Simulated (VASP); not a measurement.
**Zone-centre spectra of GaN**

Aim: the Raman spectrum of GaN from finite differences. The cell is of the zinc-blende type, one of the forms listed for this formula. The start is a computed cell from the Materials Project.

Program: VASP 6.6.1. Level of theory: LDA; plane waves and PAW (Ga_d, N), in the first sound run; inputs show where later runs differ. Results are calculated unless marked as measured.

## Step 1: The starting structure

Symmetry: F-43m, No. 216, cubic system. The conventional cell has a = 4.507 Å, b = 4.507 Å, c = 4.507 Å, α = 90.00°, β = 90.00°, γ = 90.00°. Ga has 4 N at 1.95 Å nearest. Nearest to N lie 4 Ga at 1.95 Å. Farther neighbours and most contacts between anions are not listed.

## Step 2: Relaxation

Residual forces or stress would enter what follows, so a relaxation comes first. The thresholds are tight because second derivatives come next.

Contents of INCAR:

```
SYSTEM = GaN
PREC = Accurate
ENCUT = 520
EDIFF = 1E-08
NELM = 100
ISMEAR = 0
SIGMA = 0.01
LREAL = .FALSE.
ALGO = Normal
GGA = CA
NBANDS = 15
LWAVE = .FALSE.
LCHARG = .FALSE.
KPAR = 2
IBRION = 2
NSW = 60
ISIF = 3
EDIFFG = -0.001
```

Contents of POSCAR:

```
GaN
1.0
    0.0000000000      2.2535006075      2.2535006075
    2.2535006075      0.0000000000      2.2535006075
    2.2535006075      2.2535006075      0.0000000000
Ga N
1 1
Direct
    0.0000000000      0.0000000000      0.0000000000
    0.2500000000      0.2500000000      0.2500000000
```

Contents of KPOINTS:

```
Automatic mesh
0
Gamma
10 10 10
0 0 0
```

The projector-augmented-wave data sets are Ga_d and N (PBE family, release 64).

Run with:

```sh
$ mpirun -np 2 vasp_std
```

Output:

```text
[banner, memory and clock lines left out]
running    2 mpi-ranks, on    1 nodes
 distrk:  each k-point on    1 cores,    2 groups
 distr:  one band on    1 cores,    1 groups

 POSCAR found type information on POSCAR GaN
 POSCAR found :  2 types and       2 ions
|                                                                             |
|               ----> ADVICE to this user running VASP <----                  |
|                                                                             |
|     You enforced a specific xc type in the INCAR file but a different       |
|     [... a line on the potential file left out ...]
|     I HOPE YOU KNOW WHAT YOU ARE DOING!                                     |
|                                                                             |

 LDA part: xc-table for (Slater(with rela. corr.)+CA(PZ))
 , standard interpolation
 POSCAR, INCAR and KPOINTS ok, starting setup
 FFT: planning ... GRIDC
 FFT: planning ... GRID_SOFT
 FFT: planning ... GRID
 WAVECAR not read
 entering main loop
       N       E                     dE             d eps       ncg     rms          rms(c)
DAV:   1     0.812568564928E+02    0.81257E+02   -0.95369E+03  1552   0.216E+03
DAV:   2    -0.998270336494E+01   -0.91240E+02   -0.85040E+02  1634   0.331E+02
DAV:   3    -0.157919431924E+02   -0.58092E+01   -0.57854E+01  1606   0.748E+01
DAV:   4    -0.158618458604E+02   -0.69903E-01   -0.69890E-01  1754   0.879E+00
DAV:   5    -0.158628726456E+02   -0.10268E-02   -0.10268E-02  1676   0.962E-01    0.727E+00
DAV:   6    -0.140351273660E+02    0.18277E+01   -0.47546E+00  2115   0.438E+01    0.268E+00
DAV:   7    -0.140125761660E+02    0.22551E-01   -0.27686E-01  1578   0.637E+00    0.170E+00
DAV:   8    -0.139897020946E+02    0.22874E-01   -0.75350E-02  1676   0.277E+00    0.774E-01
DAV:   9    -0.139855775273E+02    0.41246E-02   -0.12848E-02  1917   0.226E+00    0.236E-01
DAV:  10    -0.139857346447E+02   -0.15712E-03   -0.13536E-03  1714   0.442E-01    0.153E-01
DAV:  11    -0.139856917129E+02    0.42932E-04   -0.12249E-04  2170   0.239E-01    0.349E-02
DAV:  12    -0.139856919424E+02   -0.22953E-06   -0.13292E-05  1621   0.390E-02    0.186E-02
DAV:  13    -0.139856918225E+02    0.11991E-06   -0.51838E-07  1809   0.687E-03    0.106E-02
DAV:  14    -0.139856917199E+02    0.10262E-06   -0.29329E-07  1592   0.393E-03    0.280E-04
DAV:  15    -0.139856917150E+02    0.48281E-08   -0.71683E-09  1104   0.107E-03
   1 F= -.13985692E+02 E0= -.13985692E+02  d E =-.139857E+02
 curvature:   0.00 expect dE= 0.000E+00 dE for cont linesearch  0.000E+00
 trial: gam= 0.00000 g(F)=  0.111E-44 g(S)=  0.509E-01 ort = 0.000E+00 (trialstep = 0.100E+01)
 search vector abs. value=  0.509E-01
 bond charge predicted
       N       E                     dE             d eps       ncg     rms          rms(c)
DAV:   1    -0.145817347436E+02   -0.59604E+00   -0.64454E+00  1704   0.655E+01    0.474E+00
DAV:   2    -0.141060323287E+02    0.47570E+00   -0.70063E-01  1767   0.289E+01    0.201E+00
DAV:   3    -0.140020512843E+02    0.10398E+00   -0.78809E-02  1741   0.102E+01    0.578E-01
DAV:   4    -0.139858966384E+02    0.16155E-01   -0.14599E-02  1742   0.203E+00    0.555E-02
DAV:   5    -0.139859492011E+02   -0.52563E-04   -0.11665E-03  1950   0.550E-01    0.299E-02
DAV:   6    -0.139859342295E+02    0.14972E-04   -0.47088E-05  1635   0.724E-02    0.158E-02
DAV:   7    -0.139859289132E+02    0.53164E-05   -0.87218E-06  1669   0.630E-02    0.532E-03
DAV:   8    -0.139859288292E+02    0.84005E-07   -0.64947E-07  1677   0.319E-02    0.701E-04
DAV:   9    -0.139859288333E+02   -0.41218E-08   -0.77532E-08  1571   0.287E-03
   2 F= -.13985929E+02 E0= -.13985929E+02  d E =-.237118E-03
[...]
3 F= -.13998910E+02 E0= -.13998910E+02  d E =-.132183E-01
[...]
4 F= -.13998908E+02 E0= -.13998908E+02  d E =-.132160E-01
[...]
5 F= -.13998907E+02 E0= -.13998907E+02  d E =0.293660E-06
 trial-energy change:    0.000000  1 .order    0.000001   -0.000013    0.000014
 step:   0.4511(harm=  0.4234)  dis= 0.00000  next Energy=   -13.998911 (dE=-0.320E-05)
 bond charge predicted
       N       E                     dE             d eps       ncg     rms          rms(c)
DAV:   1    -0.139989420833E+02   -0.34652E-04   -0.36404E-04  1683   0.514E-01    0.340E-02
DAV:   2    -0.139989171851E+02    0.24898E-04   -0.34703E-05  1767   0.193E-01    0.150E-02
DAV:   3    -0.139989112498E+02    0.59352E-05   -0.52544E-06  1690   0.890E-02    0.384E-03
DAV:   4    -0.139989104633E+02    0.78656E-06   -0.78692E-07  1804   0.120E-02    0.412E-04
DAV:   5    -0.139989104542E+02    0.90959E-08   -0.30975E-08  1455   0.242E-03
   6 F= -.13998910E+02 E0= -.13998910E+02  d E =-.273029E-05
 curvature:  -0.21 expect dE=-0.793E-08 dE for cont linesearch -0.793E-08
 trial: gam=-0.04930 g(F)=  0.490E-44 g(S)=  0.376E-07 ort = 0.723E-06 (trialstep = 0.813E+00)
 search vector abs. value=  0.202E-09
 reached required accuracy - stopping structural energy minimisation
```

Run time: 33 s. Hardware: 2 MPI ranks of AMD EPYC 7R43, shared host; peak memory 0.21 GiB; 64 s of CPU time.

Lines that name or quote the potential files are left out of all logs, and their timing lines are given in words.

OUTCAR, selected parts (step 2):

```text
ion  position               nearest neighbor table
   1  0.000  0.000  0.000-   2 1.95   2 1.95   2 1.95   2 1.95
   2  0.250  0.250  0.250-   1 1.95   1 1.95   1 1.95   1 1.95

  LATTYP: Found a face centered cubic cell.
 ALAT       =     4.5070012150

 Subroutine GETGRP returns: Found 24 space group operations
 (whereof 24 operations were pure point group operations)

The static configuration has the point symmetry T_d .

 Found     47 irreducible k-points:

   k-points           NKPTS =     47   k-points in BZ     NKDIM =     47   number of bands    NBANDS=     15

   dimension x,y,z NGX =    24 NGY =   24 NGZ =   24
   dimension x,y,z NGXF=    48 NGYF=   48 NGZF=   48

   ENCUT  =  520.0 eV  38.22 Ry    6.18 a.u.   5.93  5.93  5.93*2*pi/ulx,y,z

   NELECT =      18.0000    total number of electrons

 k-points in reciprocal lattice and weights: Automatic mesh
   0.00000000  0.00000000  0.00000000       0.001
   0.10000000  0.00000000  0.00000000       0.008
   0.20000000  0.00000000  0.00000000       0.008
   0.30000000  0.00000000  0.00000000       0.008
   0.40000000  0.00000000  0.00000000       0.008
   0.50000000  0.00000000  0.00000000       0.004
   0.10000000  0.10000000  0.00000000       0.006
   0.20000000  0.10000000  0.00000000       0.024
   0.30000000  0.10000000  0.00000000       0.024
[...]
-0.30000000  0.40000000  0.20000000       0.024
  -0.30000000  0.50000000  0.20000000       0.012

 average (electrostatic) potential at core
       1 -62.8755       2 -61.8100

 E-fermi :   5.3813

 k-point     1 :       0.0000    0.0000    0.0000
  band No.  band energies     occupation
    ...
      5      -7.8448      2.00000
      6      -7.8448      2.00000
      7       5.2882      2.00000
      8       5.2882      2.00000
      9       5.2882      2.00000
     10       7.2286      0.00000
     11      15.6006      0.00000
     12      15.6006      0.00000
     13      15.6006      0.00000
     14      23.0265      0.00000
    ...

 k-point     2 :       0.1000    0.0000    0.0000
  band No.  band energies     occupation
    ...
      5      -7.8464      2.00000
      6      -7.8464      2.00000
      7       4.2091      2.00000
      8       5.1752      2.00000
      9       5.1752      2.00000
     10       8.0415      0.00000
     11      15.0996      0.00000
     12      15.7713      0.00000
     13      15.7713      0.00000
     14      22.8735      0.00000
    ...

 k-point     3 :       0.2000    0.0000    0.0000
  band No.  band energies     occupation
    ...
      5      -7.8453      2.00000
      6      -7.8453      2.00000
      7       2.3529      2.00000
      8       4.8978      2.00000
      9       4.8978      2.00000
     10       9.0985      0.00000
     11      14.3197      0.00000
     12      16.0454      0.00000
     13      16.0454      0.00000
     14      21.7562      0.00000
    ...

  Total        0.0007206      0.0007206      0.0007206      0.0000000      0.0000000     -0.0000000
  in kB        0.0520422      0.0520422      0.0520422      0.0000000      0.0000000     -0.0000000
  external PRESSURE =       0.0520422 kB  Pullay stress =       0.0000000 kB

  energy-cutoff  :      520.00
  volume of cell :       22.19
      direct lattice vectors                 reciprocal lattice vectors
    -0.000000000  2.230226182  2.230226182    -0.224192507  0.224192507  0.224192507
     2.230226182 -0.000000000  2.230226182     0.224192507 -0.224192507  0.224192507
     2.230226182  2.230226182 -0.000000000     0.224192507  0.224192507 -0.224192507

 POSITION                                       TOTAL-FORCE (eV/Angst)
 -----------------------------------------------------------------------------------
      0.00000      0.00000      0.00000         0.000000      0.000000      0.000000
      1.11511      1.11511      1.11511        -0.000000     -0.000000     -0.000000
 -----------------------------------------------------------------------------------
    total drift:                                0.000002      0.000002      0.000002

  FREE ENERGIE OF THE ION-ELECTRON SYSTEM (eV)
  ---------------------------------------------------
  free  energy   TOTEN  =       -13.9989104542 eV

  energy  without entropy=      -13.9989104542  energy(sigma->0) =      -13.99891045

 reached required accuracy - stopping structural energy minimisation

[... 3 further parts left out ...]
```

CONTCAR:

```
GaN
   1.00000000000000
    -0.0000000000000000    2.2302261823928728    2.2302261823928728
     2.2302261823928728   -0.0000000000000000    2.2302261823928728
     2.2302261823928728    2.2302261823928728   -0.0000000000000000
  Ga              N
     1     1
Direct
     0.0000000000000000    0.0000000000000000    0.0000000000000000
     0.2500000000000000    0.2500000000000000    0.2500000000000000
```

The PAW data sets were made with PBE, though LDA sets exist; this is a small mismatch. The run keeps the 24 symmetry operations of its start, so it cannot find a distortion of lower symmetry.

Relaxation path:

```
step  energy less that of the first step (eV)  largest force (eV/Å)  pressure (GPa)  volume (Å³)
   1                                   0.0000                0.0000           -5.87        22.89
   2                                  -0.0002                0.0000            6.46        21.53
   3                                  -0.0132                0.0000           -0.03        22.19
   4                                  -0.0132                0.0000            0.10        22.18
   5                                  -0.0132                0.0000           -0.11        22.20
   6                                  -0.0132                0.0000            0.01        22.19
```

```csv
"conventional cell, symmetrised",before,after,change
a (Å),4.507,4.460,-1.0 %
b (Å),4.507,4.460,-1.0 %
c (Å),4.507,4.460,-1.0 %
volume (Å³/atom),11.44,11.09,-3.1 %
```

Final coordinates:

```cif
data_structure
_symmetry_space_group_name_H-M 'P 1'
_symmetry_Int_Tables_number 1
_cell_length_a 3.1540
_cell_length_b 3.1540
_cell_length_c 3.1540
_cell_angle_alpha 60.000
_cell_angle_beta 60.000
_cell_angle_gamma 60.000
_cell_volume 22.19
loop_
_atom_site_label
_atom_site_type_symbol
_atom_site_fract_x
_atom_site_fract_y
_atom_site_fract_z
_atom_site_occupancy
Ga1 Ga 0.00000 0.00000 0.00000 1
N2 N 0.25000 0.25000 0.25000 1
```

This step gave:

```
free energy (TOTEN) : -14.00 eV
Fermi energy        : 5.381 eV
pressure            : 0.005204 GPa
```

The forces stay under 1e-4 eV/Å, and the volume now lies -3.1 % from that of the session's start.

## Step 3: Relaxation

The volume changed, so the plane-wave basis no longer fits the cell; a second relaxation starts from a basis rebuilt for the new cell, with the mesh that the input shows.

INCAR is that of step 2.

Contents of POSCAR:

```
GaN
1.0
    0.0000000000      2.2302261824      2.2302261824
    2.2302261824      0.0000000000      2.2302261824
    2.2302261824      2.2302261824      0.0000000000
Ga N
1 1
Direct
    0.0000000000      0.0000000000      0.0000000000
    0.2500000000      0.2500000000      0.2500000000
```

KPOINTS is that of step 2.

Run with:

```sh
$ mpirun -np 2 vasp_std
```

Output:

```text
[banner, memory and clock lines left out]
running    2 mpi-ranks, on    1 nodes
[...]
[... a notice as in an earlier step ...]

 LDA part: xc-table for (Slater(with rela. corr.)+CA(PZ))
 , standard interpolation
 POSCAR, INCAR and KPOINTS ok, starting setup
[...]
entering main loop
       N       E                     dE             d eps       ncg     rms          rms(c)
DAV:   1     0.845323194118E+02    0.84532E+02   -0.95234E+03  1522   0.221E+03
DAV:   2    -0.980412366670E+01   -0.94336E+02   -0.87770E+02  1669   0.345E+02
DAV:   3    -0.158551413388E+02   -0.60510E+01   -0.60251E+01  1550   0.759E+01
DAV:   4    -0.159340805207E+02   -0.78939E-01   -0.78920E-01  1863   0.925E+00
[...]
DAV:  13    -0.139983750702E+02    0.91426E-07   -0.37972E-07  1783   0.783E-03    0.416E-03
DAV:  14    -0.139983750534E+02    0.16836E-07   -0.79718E-08  1687   0.214E-03    0.656E-04
DAV:  15    -0.139983750509E+02    0.24684E-08   -0.23673E-09   943   0.620E-04
   1 F= -.13998375E+02 E0= -.13998375E+02  d E =-.139984E+02
[...]
DAV:   2    -0.139983768269E+02    0.59569E-05   -0.83822E-06  1767   0.946E-02    0.736E-03
DAV:   3    -0.139983753767E+02    0.14502E-05   -0.12710E-06  1704   0.437E-02    0.188E-03
DAV:   4    -0.139983751743E+02    0.20241E-06   -0.19000E-07  1853   0.587E-03    0.197E-04
DAV:   5    -0.139983751710E+02    0.32928E-08   -0.66976E-09   954   0.114E-03
   2 F= -.13998375E+02 E0= -.13998375E+02  d E =-.120119E-06
 trial-energy change:   -0.000000  1 .order    0.000000   -0.000001    0.000001
 step:   0.6262(harm=  0.4842)  dis= 0.00000  next Energy=   -13.998375 (dE=-0.248E-06)
[...]
N       E                     dE             d eps       ncg     rms          rms(c)
DAV:   1    -0.139983763421E+02   -0.11678E-05   -0.12277E-05  1676   0.942E-02    0.619E-03
DAV:   2    -0.139983755018E+02    0.84030E-06   -0.11778E-06  1774   0.354E-02    0.273E-03
DAV:   3    -0.139983753116E+02    0.19017E-06   -0.17694E-07  1704   0.163E-02    0.708E-04
DAV:   4    -0.139983752882E+02    0.23437E-07   -0.22457E-08  1312   0.217E-03    0.732E-05
DAV:   5    -0.139983752884E+02   -0.26830E-09   -0.38097E-09   775   0.730E-04
   3 F= -.13998375E+02 E0= -.13998375E+02  d E =-.237533E-06
[...]
reached required accuracy - stopping structural energy minimisation
```

Elapsed: 16 s, on 2 MPI ranks; peak memory 0.19 GiB.

Parts of OUTCAR (step 3):

```text
  Total       -0.0004727     -0.0004727     -0.0004727      0.0000000      0.0000000     -0.0000000
  in kB       -0.0341283     -0.0341283     -0.0341283      0.0000000      0.0000000     -0.0000000
  external PRESSURE =      -0.0341283 kB  Pullay stress =       0.0000000 kB

 POSITION                                       TOTAL-FORCE (eV/Angst)
 -----------------------------------------------------------------------------------
      0.00000      0.00000      0.00000        -0.000000     -0.000000     -0.000000
      1.11516      1.11516      1.11516         0.000000      0.000000      0.000000
 -----------------------------------------------------------------------------------
    total drift:                                0.000002      0.000002      0.000002

  FREE ENERGIE OF THE ION-ELECTRON SYSTEM (eV)
  ---------------------------------------------------
  free  energy   TOTEN  =       -13.9983752884 eV

  energy  without entropy=      -13.9983752884  energy(sigma->0) =      -13.99837529

[... 2 parts as in an earlier step ...]

[... 2 further parts left out ...]
[key lines of the parts left out:]
E-fermi :   5.3795
```

Little changed from the start: no atom moved by 0.005 Å and no cell edge by 0.1 %.

Numbers from this step:

```
Fermi energy : 5.380 eV
pressure     : -0.003413 GPa
```

The forces stay under 1e-4 eV/Å, and the volume now lies -3.1 % from that of the session's start.

(Continued in part 2 of 6.)

[Lines on the potential files, build, host, timing and source positions are cut from VASP's logs without a mark.]

[Logs are printed without paths, hosts, clocks, repeated set-up lines and the standing remarks that a program may print on its own settings, such as how far it seeks lower states.]

[Hosts, paths, dates, database ids (printed as entryN), source tags and the programs' standing remarks are cut or masked in the printed files.]
